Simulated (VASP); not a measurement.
Output of a VASP run:

OSZICAR:
```
       N       E                     dE             d eps       ncg     rms          rms(c)
DAV:   1     0.341687107758E+02    0.34169E+02   -0.10913E+04   756   0.106E+03
DAV:   2    -0.682793350926E+02   -0.10245E+03   -0.96317E+02   997   0.163E+02
DAV:   3    -0.731995898146E+02   -0.49203E+01   -0.47644E+01   929   0.335E+01
DAV:   4    -0.732932650224E+02   -0.93675E-01   -0.93156E-01   940   0.564E+00
DAV:   5    -0.732956659098E+02   -0.24009E-02   -0.23997E-02   938   0.742E-01    0.117E+01
DAV:   6    -0.680199612358E+02    0.52757E+01   -0.54784E-01   896   0.442E+00    0.785E+00
DAV:   7    -0.683151238797E+02   -0.29516E+00   -0.12265E+00   866   0.609E+00    0.964E-01
DAV:   8    -0.679781920771E+02    0.33693E+00   -0.97612E-01   811   0.557E+00    0.610E-01
DAV:   9    -0.684201517782E+02   -0.44196E+00   -0.18092E-01   846   0.308E+00    0.578E-01
DAV:  10    -0.686998519872E+02   -0.27970E+00   -0.17771E-01   831   0.281E+00    0.270E-01
DAV:  11    -0.686949195032E+02    0.49325E-02   -0.31953E-02   891   0.133E+00    0.105E-01
DAV:  12    -0.686945708698E+02    0.34863E-03   -0.51450E-03   886   0.598E-01    0.476E-02
DAV:  13    -0.686954041278E+02   -0.83326E-03   -0.13159E-03   891   0.254E-01    0.172E-02
DAV:  14    -0.686956964485E+02   -0.29232E-03   -0.51735E-04   895   0.188E-01    0.200E-02
DAV:  15    -0.686957388695E+02   -0.42421E-04   -0.90484E-05   896   0.763E-02    0.137E-02
DAV:  16    -0.686957158733E+02    0.22996E-04   -0.79487E-06   915   0.192E-02    0.831E-03
DAV:  17    -0.686957236495E+02   -0.77762E-05   -0.63402E-06   871   0.217E-02    0.584E-03
DAV:  18    -0.686957229894E+02    0.66013E-06   -0.77836E-07   543   0.771E-03
   1 F= -.68695723E+02 E0= -.68695981E+02  d E =-.686957E+02
```

OUTCAR:
```
------------------------ aborting loop because EDIFF is reached ----------------------------------------
  FORCE on cell =-STRESS in cart. coord.  units (eV):
  Direction    XX          YY          ZZ          XY          YZ          ZX
  --------------------------------------------------------------------------------------
  Total       -0.0749296     -0.0749296     -0.0749296      0.0000000      0.0000000      0.0000000
  in kB       -0.8178892     -0.8178892     -0.8178892      0.0000000      0.0000000      0.0000000
  external PRESSURE =      -0.8178892 kB  Pullay stress =       0.0000000 kB
  volume of cell :      146.78
      direct lattice vectors                 reciprocal lattice vectors
    -3.323047135  3.323047135  3.323047135     0.000000000  0.150464312  0.150464312
     3.323047135 -3.323047135  3.323047135     0.150464312  0.000000000  0.150464312
     3.323047135  3.323047135 -3.323047135     0.150464312  0.150464312  0.000000000
 POSITION                                       TOTAL-FORCE (eV/Angst)
 -----------------------------------------------------------------------------------
      0.99311     -0.99311      2.32994        -0.005354      0.005354      0.005354
     -0.99311      0.99311      4.31615         0.005354     -0.005354     -0.005354
      2.32994      0.99311     -0.99311         0.005354     -0.005354      0.005354
      4.31615     -0.99311      0.99311        -0.005354      0.005354     -0.005354
      0.99311      0.99311      0.99311        -0.005354     -0.005354     -0.005354
      2.32994      2.32994      2.32994         0.005354      0.005354      0.005354
     -0.99311      2.32994      0.99311         0.005354      0.005354     -0.005354
      0.99311      4.31615     -0.99311        -0.005354     -0.005354      0.005354
 -----------------------------------------------------------------------------------
    total drift:                               -0.000000      0.000000      0.000000
  FREE ENERGIE OF THE ION-ELECTRON SYSTEM (eV)
  ---------------------------------------------------
  free  energy   TOTEN  =       -68.6957229894 eV

  energy  without entropy=      -68.6964972864  energy(sigma->0) =      -68.69598109

 reached required accuracy - stopping structural energy minimisation
```
(Selected blocks of OUTCAR.)

File POSCAR:
```
Si
1
   -3.3230471347     3.3230471347     3.3230471347
    3.3230471347    -3.3230471347     3.3230471347
    3.3230471347     3.3230471347    -3.3230471347
Si
8
Direct
  0.2011460585   0.5000000000   0.0000000000
  0.7988539415   0.5000000000   0.0000000000
  0.0000000000   0.2011460585   0.5000000000
  0.0000000000   0.7988539415   0.5000000000
  0.2988539415   0.2988539415   0.2988539415
  0.7011460585   0.7011460585   0.7011460585
  0.5000000000   0.0000000000   0.2011460585
  0.5000000000   0.0000000000   0.7988539415
```

Question: Write an INCAR and KPOINTS that could have produced this output.

Answer: Several could match; the one computed here: the input of the run itself, r2SCAN meta-GGA, plane waves, VASP's PBE PAW potentials (set 64).

INCAR:
```
! general
SYSTEM  = Si
PREC    = Accurate
ENCUT   = 400   ! plane-wave cut-off (eV)
LREAL   = F   ! projection in real space or not
LASPH   = T

! electronic loop
EDIFF   = 1E-6   ! SCF stop (eV)
NELM    = 100   ! most electronic steps
ALGO    = Normal   ! blocked Davidson
LMIXTAU = T

! smearing
ISMEAR  = 1   ! Methfessel-Paxton
SIGMA   = 0.1   ! width (eV)

! functional
METAGGA = R2SCAN

! ions
IBRION  = 2   ! conjugate gradients
NSW     = 60   ! most ionic steps
ISIF    = 3   ! ions, shape and volume
EDIFFG  = -0.02   ! ionic stop

! output
LWAVE   = F
LCHARG  = F
```

### KPOINTS
```
Automatic mesh
0
Gamma
6 6 6
0 0 0
```

POTCAR, in this order: Si (PBE.64 set). Program: vasp_std.

The structure comes from a computed database's Si entry (Ia-3); how it stands against other phases isn't given here. It was relaxed first. The start is the result of an earlier pass.
